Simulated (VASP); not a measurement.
Data:

```
InP
1.0
    0.00000     2.93500     2.93500
    2.93500     0.00000     2.93500
    2.93500     2.93500     0.00000
In P
1 1
Direct
  0.00000   0.00000   0.00000
  0.25000   0.25000   0.25000
```

Calculation: G0W0 on PBE orbitals, VASP's PBE PAW potentials (set 64) (plane waves; VASP). Run with PREC = Normal, 500 eV cut-off, 4×4×4 Γ-centred mesh, Gaussian smearing of 0.010 eV, potentials In_d_GW P_GW.

The mesh is coarse and the basis finite, so the quasiparticle values are not converged.

Problem. The job: InP (zinc blende), 2 atoms, G0W0@PBE, GW step (160 bands), 500 eV, 4×4×4 Γ-centred mesh. Roughly how much core time does it take on a busy server core?

Solution. About 8 core-minutes (one run on a shared machine, a rough figure). It had 8 irreducible k-points, 160 bands, up to 1304 plane waves and 0 electronic steps.

The compound is InP in the zinc blende structure. The cell was not relaxed at this level. The k-mesh is coarse (spacing up to 0.46 per Å, 2π included), so the numbers may not be converged in it.
